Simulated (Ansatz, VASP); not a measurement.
# BAs: VASP beside Ansatz, part 2 of 2

Wanted: the spread between two codes on one cell, functional and k mesh. The cell is taken from a series of runs on this material, whose earlier steps may have relaxed, scaled, displaced or heated it; both programs get it as it stands.

VASP 6.6.1 and Ansatz 0.2.0.

So far: The starting structure; Ansatz: dielectric response, LDA.

## 3. VASP: dielectric response, LDA

Level of this step: LDA; plane waves and PAW (B, As) (VASP).

The same cell, functional (in two slightly different forms) and mesh now go to VASP, with its own data sets.

Lines of VASP's logs that name or quote its potential files are left out, and so is its time.

INCAR

```
SYSTEM = BAs
PREC = Accurate
ENCUT = 420
EDIFF = 1E-08
NELM = 120
ISMEAR = 0
SIGMA = 0.01
LREAL = .FALSE.
ALGO = Normal
GGA = CA
NBANDS = 10
LORBIT = 11
LWAVE = .FALSE.
LCHARG = .FALSE.
ISIF = 2
LEPSILON = .TRUE.
LASPH = .TRUE.
GGA_COMPAT = .FALSE.
```

POSCAR

```
BAs
1.0
    0.0000000000      2.3885000000      2.3885000000
    2.3885000000      0.0000000000      2.3885000000
    2.3885000000      2.3885000000      0.0000000000
B As
1 1
Direct
    0.0000000000      0.0000000000      0.0000000000
    0.2500000000      0.2500000000      0.2500000000
```

KPOINTS

```
Automatic mesh
0
Gamma
8 8 8
0 0 0
```

PAW data sets: B and As (LDA family, release 64).

Run with:

```bash
$ mpirun -np 1 vasp_std
```

Numbers of over 12 decimals in the logs are rounded to 6 here.

The log of the run:

```text
[banner, memory and clock lines left out]
running    1 mpi-ranks, on    1 nodes
 distrk:  each k-point on    1 cores,    1 groups
 distr:  one band on    1 cores,    1 groups

 POSCAR found type information on POSCAR B As
 POSCAR found :  2 types and       2 ions
 LDA part: xc-table for (Slater(with rela. corr.)+CA(PZ))
 , standard interpolation
 POSCAR, INCAR and KPOINTS ok, starting setup
 FFT: planning ... GRIDC
 FFT: planning ... GRID_SOFT
 FFT: planning ... GRID
 WAVECAR not read
 entering main loop
       N       E                     dE             d eps       ncg     rms          rms(c)
DAV:   1     0.718597892525E+01    0.71860E+01   -0.34192E+03   580   0.594E+02
DAV:   2    -0.130928620999E+02   -0.20279E+02   -0.19689E+02   770   0.959E+01
DAV:   3    -0.136401719150E+02   -0.54731E+00   -0.54651E+00   706   0.156E+01
DAV:   4    -0.136416017613E+02   -0.14298E-02   -0.14298E-02   720   0.925E-01
DAV:   5    -0.136416040453E+02   -0.22840E-05   -0.22840E-05   684   0.348E-02    0.501E+00
DAV:   6    -0.130108772275E+02    0.63073E+00   -0.17477E+00   622   0.569E+00    0.237E+00
DAV:   7    -0.129312908540E+02    0.79586E-01   -0.19265E-01   702   0.235E+00    0.887E-01
DAV:   8    -0.129180999666E+02    0.13191E-01   -0.24420E-02   644   0.859E-01    0.101E-01
DAV:   9    -0.129181229968E+02   -0.23030E-04   -0.71544E-04   658   0.178E-01    0.569E-02
DAV:  10    -0.129181301434E+02   -0.71466E-05   -0.85240E-05   642   0.548E-02    0.138E-02
DAV:  11    -0.129181315804E+02   -0.14370E-05   -0.15294E-06   700   0.914E-03    0.125E-02
DAV:  12    -0.129181314060E+02    0.17438E-06   -0.84852E-07   644   0.405E-03    0.280E-03
DAV:  13    -0.129181314101E+02   -0.40767E-08   -0.31095E-08   668   0.127E-03
   1 F= -.12918131E+02 E0= -.12918131E+02  d E =-.277893E-23
 Linear response reoptimize wavefunctions to high precision
DAV:   1    -0.129181314105E+02   -0.34885E-09   -0.55973E-09   656   0.346E-04
DAV:   2    -0.129181314105E+02   -0.31605E-10   -0.13180E-10   394   0.950E-05
 Linear response G [H, r] |phi>, progress :
  Direction:   1
       N       E                     dE             d eps       ncg     rms
RMM:   1    -0.495640370358E+02   -0.49564E+02   -0.75367E+01  1450   0.458E+01
RMM:   2    -0.371965784303E+02    0.12367E+02   -0.30571E+00   960   0.110E+01
RMM:   3    -0.371949136915E+02    0.16647E-02   -0.45391E-02  1005   0.891E-01
RMM:   4    -0.371929615512E+02    0.19521E-02   -0.24750E-03  1019   0.983E-02
RMM:   5    -0.371927642144E+02    0.19734E-03   -0.23321E-04  1014   0.115E-02
RMM:   6    -0.371927440441E+02    0.20170E-04   -0.25872E-05  1020   0.187E-03
RMM:   7    -0.371927419564E+02    0.20877E-05   -0.23583E-06   938   0.545E-04
RMM:   8    -0.371927417247E+02    0.23168E-06   -0.33518E-06   869   0.389E-04
RMM:   9    -0.371927417187E+02    0.60476E-08   -0.31830E-06   814   0.372E-04
RMM:  10    -0.371927416895E+02    0.29146E-07   -0.33179E-06   736   0.372E-04
RMM:  11    -0.371927416003E+02    0.89220E-07   -0.18871E-05   679   0.373E-04
 Linear response G [H, r] |phi>, progress :
  Direction:   2
       N       E                     dE             d eps       ncg     rms
RMM:   1    -0.480869165202E+02   -0.48087E+02   -0.95587E+01  1441   0.436E+01
RMM:   2    -0.383230095758E+02    0.97639E+01   -0.20417E+00   955   0.949E+00
RMM:   3    -0.383327330605E+02   -0.97235E-02   -0.35045E-02  1006   0.723E-01
RMM:   4    -0.383309453507E+02    0.17877E-02   -0.23781E-03  1014   0.799E-02
RMM:   5    -0.383307504721E+02    0.19488E-03   -0.22710E-04  1027   0.954E-03
RMM:   6    -0.383307304859E+02    0.19986E-04   -0.23516E-05  1020   0.160E-03
RMM:   7    -0.383307284091E+02    0.20768E-05   -0.25000E-06   934   0.496E-04
RMM:   8    -0.383307281556E+02    0.25350E-06   -0.22173E-07   876   0.362E-04
RMM:   9    -0.383307281562E+02   -0.59139E-09   -0.93692E-07   820   0.347E-04
RMM:  10    -0.383307281612E+02   -0.50066E-08   -0.56224E-06   762   0.347E-04
RMM:  11    -0.383307281781E+02   -0.16883E-07   -0.19788E-05   711   0.348E-04
 Linear response G [H, r] |phi>, progress :
  Direction:   3
       N       E                     dE             d eps       ncg     rms
RMM:   1    -0.251940188605E+02   -0.25194E+02    0.12037E+02  1367   0.426E+01
RMM:   2    -0.223763480103E+02    0.28177E+01   -0.25566E+00   945   0.966E+00
RMM:   3    -0.223624492713E+02    0.13899E-01   -0.35446E-02   989   0.904E-01
RMM:   4    -0.223619935783E+02    0.45569E-03   -0.28284E-04  1021   0.100E-01
RMM:   5    -0.223619954253E+02   -0.18470E-05   -0.33274E-06  1015   0.126E-02
RMM:   6    -0.223619957517E+02   -0.32641E-06    0.39560E-07   993   0.181E-03
RMM:   7    -0.223619957889E+02   -0.37209E-07    0.30946E-07   909   0.429E-04
RMM:   8    -0.223619957921E+02   -0.31717E-08    0.16752E-06   815   0.249E-04
RMM:   9    -0.223619958668E+02   -0.74741E-07    0.82985E-08   719   0.233E-04
RMM:  10    -0.223619958684E+02   -0.15130E-08    0.29797E-07   670   0.232E-04
RMM:  11    -0.223619958715E+02   -0.31303E-08    0.55484E-06   616   0.233E-04
 Linear response to external field (no local field effect), progress :
  Direction:   1
       N       E                     dE             d eps       ncg     rms          rms(c)
RMM:   1    -0.880566644380E+00   -0.88057E+00   -0.41511E+00  1312   0.337E+00
RMM:   2    -0.901207880098E+00   -0.20641E-01   -0.95999E-03   958   0.457E-01
RMM:   3    -0.901240603296E+00   -0.32723E-04   -0.53123E-05   985   0.297E-02
RMM:   4    -0.901240872173E+00   -0.26888E-06   -0.44833E-07   990   0.254E-03
RMM:   5    -0.901240869949E+00    0.22239E-08   -0.65170E-09   916   0.249E-04
 change of polarisation eV/A/(eV/A) component  1 :     1.802     1.004     0.213
 dielectric tensor                  component  1 :    12.968     6.668     1.412
 Linear response to external field (no local field effect), progress :
  Direction:   2
       N       E                     dE             d eps       ncg     rms          rms(c)
RMM:   1    -0.888349658911E+00   -0.88835E+00   -0.41536E+00  1305   0.341E+00
RMM:   2    -0.909691297041E+00   -0.21342E-01   -0.10179E-02   955   0.466E-01
RMM:   3    -0.909727629483E+00   -0.36332E-04   -0.56571E-05   984   0.302E-02
RMM:   4    -0.909727945573E+00   -0.31609E-06   -0.47848E-07   996   0.261E-03
RMM:   5    -0.909727944127E+00    0.14457E-08   -0.12103E-08   918   0.253E-04
 change of polarisation eV/A/(eV/A) component  2 :     1.004     1.819    -0.251
 dielectric tensor                  component  2 :     6.667    13.081    -1.667
 Linear response to external field (no local field effect), progress :
  Direction:   3
       N       E                     dE             d eps       ncg     rms          rms(c)
RMM:   1    -0.348642303998E+00   -0.34864E+00   -0.15685E+00  1269   0.229E+00
RMM:   2    -0.357246421343E+00   -0.86041E-02   -0.35548E-03   947   0.307E-01
RMM:   3    -0.357271246249E+00   -0.24825E-04   -0.22375E-05   968   0.210E-02
RMM:   4    -0.357271414618E+00   -0.16837E-06   -0.19028E-07   979   0.183E-03
RMM:   5    -0.357271415815E+00   -0.11972E-08   -0.47525E-09   877   0.187E-04
 change of polarisation eV/A/(eV/A) component  3 :     0.213    -0.251     0.715
 dielectric tensor                  component  3 :     1.414    -1.667     5.744
 Linear response to external field, progress :
  Direction:   1
       N       E                     dE             d eps       ncg     rms          rms(c)
RMM:   1    -0.705926518249E+00   -0.70593E+00   -0.32918E+00  4256   0.302E+00
RMM:   2    -0.722716063517E+00   -0.16790E-01   -0.77145E-03  3115   0.410E-01    0.129E+00
RMM:   3    -0.706739620484E+00    0.15976E-01   -0.65648E-03  3187   0.464E-01    0.740E-01
RMM:   4    -0.729794521101E+00   -0.23055E-01   -0.86754E-03  3141   0.551E-01    0.729E-02
RMM:   5    -0.733144832898E+00   -0.33503E-02   -0.13847E-04  3228   0.742E-02    0.900E-03
RMM:   6    -0.733270864581E+00   -0.12603E-03   -0.83387E-07  3292   0.693E-03    0.470E-03
RMM:   7    -0.733336706296E+00   -0.65842E-04   -0.19029E-07  3292   0.305E-03    0.303E-04
RMM:   8    -0.733345731223E+00   -0.90249E-05   -0.10547E-09  3373   0.244E-04    0.114E-04
RMM:   9    -0.733342408849E+00    0.33224E-05    0.62881E-09  2989   0.101E-04    0.251E-05
RMM:  10    -0.733342617729E+00   -0.20888E-06    0.35157E-08  1873   0.273E-05    0.345E-06
 change of polarisation eV/A/(eV/A) component  1 :     1.378     0.438     0.235
 dielectric tensor                  component  1 :    10.153     2.905     1.563
 Linear response to external field, progress :
  Direction:   2
       N       E                     dE             d eps       ncg     rms          rms(c)
RMM:   1    -0.705931296277E+00   -0.70593E+00   -0.32919E+00  4256   0.302E+00
RMM:   2    -0.722716825770E+00   -0.16786E-01   -0.76951E-03  3117   0.410E-01    0.129E+00
RMM:   3    -0.706739976571E+00    0.15977E-01   -0.65614E-03  3188   0.464E-01    0.740E-01
RMM:   4    -0.729794785717E+00   -0.23055E-01   -0.86717E-03  3140   0.551E-01    0.729E-02
RMM:   5    -0.733144645450E+00   -0.33499E-02   -0.13813E-04  3230   0.742E-02    0.899E-03
RMM:   6    -0.733270756102E+00   -0.12611E-03   -0.81370E-07  3290   0.693E-03    0.470E-03
RMM:   7    -0.733336575719E+00   -0.65820E-04   -0.19851E-07  3295   0.305E-03    0.303E-04
RMM:   8    -0.733345617985E+00   -0.90423E-05   -0.11483E-08  3360   0.245E-04    0.114E-04
RMM:   9    -0.733342288342E+00    0.33296E-05   -0.14451E-08  2996   0.102E-04    0.251E-05
RMM:  10    -0.733342498993E+00   -0.21065E-06   -0.17724E-08  1846   0.278E-05    0.358E-06
 change of polarisation eV/A/(eV/A) component  2 :     0.424     1.378     0.206
 dielectric tensor                  component  2 :     2.817    10.153     1.371
 Linear response to external field, progress :
  Direction:   3
       N       E                     dE             d eps       ncg     rms          rms(c)
RMM:   1    -0.705972777766E+00   -0.70597E+00   -0.32923E+00  4254   0.302E+00
RMM:   2    -0.722715615291E+00   -0.16743E-01   -0.77123E-03  3115   0.410E-01    0.129E+00
RMM:   3    -0.706739577222E+00    0.15976E-01   -0.65754E-03  3189   0.464E-01    0.740E-01
RMM:   4    -0.729793581688E+00   -0.23054E-01   -0.86841E-03  3141   0.551E-01    0.729E-02
RMM:   5    -0.733144830336E+00   -0.33512E-02   -0.13833E-04  3229   0.742E-02    0.900E-03
RMM:   6    -0.733270859835E+00   -0.12603E-03   -0.84498E-07  3294   0.693E-03    0.469E-03
RMM:   7    -0.733336674113E+00   -0.65814E-04   -0.19558E-07  3292   0.305E-03    0.303E-04
RMM:   8    -0.733345675504E+00   -0.90014E-05   -0.40179E-10  3352   0.244E-04    0.114E-04
RMM:   9    -0.733342361978E+00    0.33135E-05    0.68479E-09  3012   0.102E-04    0.250E-05
RMM:  10    -0.733342567575E+00   -0.20560E-06    0.83682E-10  1848   0.275E-05    0.350E-06
 change of polarisation eV/A/(eV/A) component  3 :     0.328     0.345     1.378
 dielectric tensor                  component  3 :     2.179     2.288    10.153
 Born effective charges drift removed
```

Parts of OUTCAR (step 3):

```text
ion  position               nearest neighbor table
   1  0.000  0.000  0.000-   2 2.07   2 2.07   2 2.07   2 2.07
   2  0.250  0.250  0.250-   1 2.07   1 2.07   1 2.07   1 2.07

  LATTYP: Found a face centered cubic cell.
 ALAT       =     4.7770000000

 Subroutine GETGRP returns: Found 24 space group operations
 (whereof 24 operations were pure point group operations)

The static configuration has the point symmetry T_d .

 Found     29 irreducible k-points:

   k-points           NKPTS =     29   k-points in BZ     NKDIM =     29   number of bands    NBANDS=     10

   dimension x,y,z NGX =    24 NGY =   24 NGZ =   24
   dimension x,y,z NGXF=    48 NGYF=   48 NGZF=   48

   ENCUT  =  420.0 eV  30.87 Ry    5.56 a.u.   5.64  5.64  5.64*2*pi/ulx,y,z

   NELECT =       8.0000    total number of electrons

 k-points in reciprocal lattice and weights: Automatic mesh
   0.00000000  0.00000000  0.00000000       0.002
   0.12500000  0.00000000  0.00000000       0.016
   0.25000000  0.00000000  0.00000000       0.016
   0.37500000  0.00000000  0.00000000       0.016
   0.50000000  0.00000000  0.00000000       0.008
   0.12500000  0.12500000  0.00000000       0.012
   0.25000000  0.12500000  0.00000000       0.047
   0.37500000  0.12500000  0.00000000       0.047
   0.50000000  0.12500000  0.00000000       0.047
[...]
-0.37500000  0.50000000  0.12500000       0.023
  -0.25000000  0.50000000  0.25000000       0.012

 average (electrostatic) potential at core
       1 -31.9489       2 -51.9941

  Total       -0.5235563     -0.5235563     -0.5235563     -0.0000000      0.0000000     -0.0000000
  in kB      -30.7799733    -30.7799733    -30.7799733     -0.0000000      0.0000000     -0.0000000
  external PRESSURE =     -30.7799733 kB  Pullay stress =       0.0000000 kB

  energy-cutoff  :      420.00
  volume of cell :       27.25
      direct lattice vectors                 reciprocal lattice vectors
     0.000000000  2.388500000  2.388500000    -0.209336404  0.209336404  0.209336404
     2.388500000  0.000000000  2.388500000     0.209336404 -0.209336404  0.209336404
     2.388500000  2.388500000  0.000000000     0.209336404  0.209336404 -0.209336404

 POSITION                                       TOTAL-FORCE (eV/Angst)
 -----------------------------------------------------------------------------------
      0.00000      0.00000      0.00000        -0.000000      0.000000     -0.000000
      1.19425      1.19425      1.19425         0.000000     -0.000000      0.000000
 -----------------------------------------------------------------------------------
    total drift:                                0.000000      0.000000      0.000000

 MACROSCOPIC STATIC DIELECTRIC TENSOR (including local field effects in DFT)
 ------------------------------------------------------
          10.152697     0.000000     0.000000
           0.000000    10.152697     0.000000
           0.000000     0.000000    10.152697
 ------------------------------------------------------

 PIEZOELECTRIC TENSOR (including local field effects)  for field in x, y, z        (C/m^2)
          XX          YY          ZZ          XY          YZ          ZX
  --------------------------------------------------------------------------------
  x     0.00000    -0.00000    -0.00000     0.00000     0.08131     0.00000
  y     0.00000    -0.00000    -0.00000     0.00000     0.00000     0.08131
  z    -0.00000    -0.00000     0.00000     0.08131     0.00000     0.00000

 BORN EFFECTIVE CHARGES (including local field effects) (in |e|, cummulative output)
 ---------------------------------------------------------------------------------
 ion    1
    1    -0.49119     0.00000     0.00000
    2     0.00000    -0.49119     0.00000
    3    -0.00000    -0.00000    -0.49119
 ion    2
    1     0.49119    -0.00000    -0.00000
    2    -0.00000     0.49119    -0.00000
    3     0.00000     0.00000     0.49119
```

## 4. Side by side

Known differences besides the potentials themselves: the two LDA forms differ slightly; fixed occupations in Ansatz, narrow Gaussian smearing in VASP; VASP's response is taken on the typed mesh, Ansatz refines its own for the field response alone; the data sets hold 18 valence electrons in Ansatz (on its default PAW (the set named soft_2) files) and 8 in VASP; VASP's log shows a relativistic correction to its local exchange, Ansatz's none. Total energies have different zeros and are not compared.

The two programs side by side:

```csv
quantity,Ansatz,VASP,difference
ε∞ xx,9.77,10.15,-3.74 %
ε∞ yy,9.77,10.15,-3.74 %
ε∞ zz,9.77,10.15,-3.74 %
```

## 5. Outcome

| Quantity | Value |
| --- | --- |
| difference in ε∞ xx (dielectric response, LDA) | -3.7 % |

What this shows: The difference in ε∞ xx is -3.7 % (dielectric response, LDA), within the 5 % picked in this series as the mark of a large difference. The data sets hold unlike numbers of valence electrons (18 in Ansatz and 8 in VASP), so part of the differences comes from the potentials. Such differences can come from data sets, numerical settings and the points named under the comparisons, not from the functional's error against experiment.

[Lines on the potential files, build, host, timing and source positions are cut from VASP's logs without a mark.]

[Logs are printed without paths, hosts, clocks, repeated set-up lines and the standing remarks that a program may print on its own settings, such as how far it seeks lower states.]

[Hosts, paths, dates, database ids (printed as entryN), source tags and the programs' standing remarks are cut or masked in the printed files.]
